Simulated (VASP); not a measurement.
OSZICAR of a VASP run on Ir2C (atoms displaced from the space group 194 structure):

**OSZICAR**
```
       N       E                     dE             d eps       ncg     rms          rms(c)
DAV:   1     0.420159085988E+03    0.42016E+03   -0.17304E+04  1992   0.138E+03
DAV:   2    -0.798455321247E+01   -0.42814E+03   -0.41921E+03  1978   0.471E+02
DAV:   3    -0.433042268909E+02   -0.35320E+02   -0.33909E+02  3014   0.121E+02
DAV:   4    -0.448652983199E+02   -0.15611E+01   -0.15366E+01  2616   0.262E+01
DAV:   5    -0.449212992347E+02   -0.56001E-01   -0.55628E-01  2942   0.417E+00    0.512E+01
DAV:   6    -0.421557781035E+02    0.27655E+01   -0.30477E+01  3336   0.413E+01    0.259E+01
DAV:   7    -0.416813649801E+02    0.47441E+00   -0.78734E+00  3296   0.275E+01    0.151E+01
DAV:   8    -0.415226836916E+02    0.15868E+00   -0.33176E+00  3236   0.201E+01    0.389E+00
DAV:   9    -0.413488916561E+02    0.17379E+00   -0.10196E+00  3244   0.107E+01    0.620E-01
DAV:  10    -0.413505948150E+02   -0.17032E-02   -0.53443E-02  2864   0.182E+00    0.394E-01
DAV:  11    -0.413502972975E+02    0.29752E-03   -0.68315E-03  3052   0.871E-01    0.240E-01
DAV:  12    -0.413500606694E+02    0.23663E-03   -0.16044E-03  3232   0.405E-01    0.724E-02
DAV:  13    -0.413500674345E+02   -0.67651E-05   -0.25172E-04  3208   0.158E-01    0.394E-02
DAV:  14    -0.413500618812E+02    0.55533E-05   -0.63315E-05  3200   0.906E-02    0.193E-02
DAV:  15    -0.413500603202E+02    0.15610E-05   -0.88275E-06  2584   0.300E-02    0.797E-03
DAV:  16    -0.413500605224E+02   -0.20217E-06   -0.14358E-06  1214   0.106E-02
   1 F= -.41350061E+02 E0= -.41348322E+02  d E =-.347676E-02
```

Task: Which electronic solver shows in the log?

Result: It is blocked Davidson (ALGO = Normal, or the opening steps of other solvers). The INCAR had ALGO = Normal.

Task: Can the final energy be trusted as converged?

Result: Self-consistency was reached. It stopped with EDIFF = 1E-6, NELM = 100 (PBE GGA, plane waves, VASP's PBE PAW potentials (set 64)).

The structure was generated: Ir2C was put into an ordered model structure, which need not be its known phase. The cell was not relaxed at this level, atoms are displaced from their ideal sites. The k-mesh is coarse (spacing up to 0.44 per Å, 2π included), so the numbers may not be converged in it.
